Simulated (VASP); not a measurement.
Given:

```
CELL_PARAMETERS angstrom
      2.86455     0.00000     0.00000
      0.00000     2.86455     0.00000
      0.00000     0.00000     2.86455
ATOMIC_POSITIONS crystal
  Hf 0.00000 0.00000 0.00000
  C  0.50000 0.50000 0.50000
```

Level of theory: PBEsol GGA, VASP's PBE PAW potentials (set 64) (plane waves; VASP). Run with 520 eV cut-off, 14×14×14 Γ-centred mesh, tetrahedra with Blöchl corrections, potentials Hf_pv C.

Unless said otherwise, spin-orbit coupling is left out, though it shifts the bands of the heavy elements here.

**Question.** Tabulate the total density of states (states/eV per cell) against energy (eV; zero at the valence-band maximum or, without a gap, the Fermi level).

**Answer.** 
```
E (eV)  DOS (states/eV)
------  ---------------
-9.98              1.83
-9.62              1.65
-9.26              0.36
-8.90              0.17
-8.66              0.11
-8.30              0.06
-7.94              0.03
-7.58              0.01
-7.22              0.00
-6.86              0.00
-6.50              0.08
-6.14              0.15
-5.90              0.18
-5.54              0.37
-5.18              0.61
-4.82              0.88
-4.46              1.51
-4.10              1.42
-3.74              0.88
-3.38              0.76
-3.14              0.79
-2.78              0.90
-2.42              1.17
-2.06              1.27
-1.70              0.76
-1.34              0.60
-0.98              0.53
-0.62              1.36
-0.38              2.20
-0.02              2.18
0.34               1.14
0.70               1.30
1.06               0.72
1.42               0.47
1.78               0.36
2.14               0.31
2.38               0.34
2.74               0.34
3.10               0.51
3.46               0.96
```
Within 2 eV below the Fermi level the largest weight inside VASP's projection spheres is Hf d, then C p.

The structure was generated: HfC was put into the CsCl type type (Pm-3m), which need not be its known phase. It was relaxed first, which changed the volume by -32 %.
